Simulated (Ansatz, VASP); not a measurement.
GeTe3Pb: VASP beside Ansatz

```
Pb Ge Te
1.0
     5.42389    0.00000    0.00000
     0.00000    5.42389    0.00000
     0.00000    0.00000    5.42389
Pb Ge Te
1 1 3
Direct
  0.00000 0.00000 0.00000
  0.50000 0.50000 0.50000
  0.50000 0.50000 0.00000
  0.50000 0.00000 0.50000
  0.00000 0.50000 0.50000
```

The cell comes from a database or a generator and needn't be the stable form of this composition.

Alike in both runs: task single point; functional PBE; k mesh 4 × 4 × 4; occupations gaussian, width 0.05 eV; no spin polarisation.

```csv
,VASP,Ansatz
version,VASP 6.6.1,Ansatz 0.2.0
potentials or method,"VASP PAW PBE potentials, release 64 (Pb_d, Ge_d, Te)","scalar-relativistic, plane waves, PAW"
plane-wave cutoff (eV),520,420
valence electrons in the cell,46,76
```

```csv
,VASP,Ansatz,Ansatz less VASP
gap on the k mesh at the Fermi level (eV),none,none,-
pressure (GPa),1.2,1.3,+0.03
```

A gap of «none» marks a metal or a gap that the smearing closes. The two sets of potentials don't hold the same shells in valence.

The runs have no spin-orbit coupling, so splittings on Pb, Te are missing.
